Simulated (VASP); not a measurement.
Cd2S:

```
CELL_PARAMETERS angstrom
3.96267 0.00000 0.00000
-1.98134 3.43177 0.00000
0.00000 0.00000 5.80919
ATOMIC_POSITIONS crystal
Cd 0.33333 0.66667 0.93272
Cd 0.66667 0.33333 0.57873
S 0.33333 0.66667 0.36571
```

The cell comes from a database or a generator and needn't be the stable form of this composition.

```yaml
Program: VASP 6.6.1
Task: relaxation of cell and atoms
Functional: LDA
Potentials_or_basis: VASP PAW LDA potentials, release 64 (Cd, S)
Cutoff: 600 eV
k_mesh: 8 × 8 × 4
Occupations: gaussian, width 0.02 eV
Spin: no spin polarisation
```

At the start: pressure -4.8 GPa; volume 26.33 Å³/atom.

How do energy, volume and symmetry change on relaxing?

Over 10 steps the energy falls by 46.0 meV/atom and the volume is 23.47 Å³/atom (-10.9 %); space group P3m1 (No. 156, to 0.05 Å).

Step by step:
```tsv
step	energy change (eV)	largest force (eV/Å)	pressure (GPa)	volume (Å³)
1	0.0000	0.1319	-4.76	79.00
2	-0.1161	0.4241	1.12	70.38
3	-0.1216	0.3247	-0.15	71.75
4	-0.1321	0.2396	-0.03	71.09
5	-0.1341	0.2421	0.09	70.64
6	-0.1377	0.0814	-0.05	70.55
7	-0.1380	0.0401	-0.09	70.52
8	-0.1380	0.0384	-0.10	70.52
9	-0.1380	0.0032	0.05	70.35
10	-0.1380	0.0127	0.01	70.40
```

Final structure:
```
Cd S
1.0
     3.80405    0.00000    0.00000
    -1.90202    3.29440    0.00000
     0.00000    0.00000    5.61755
Cd S
2 1
Cartesian
  0.0000 2.1963 5.2143
  1.9020 1.0981 3.2906
  0.0000 2.1963 2.0401
```
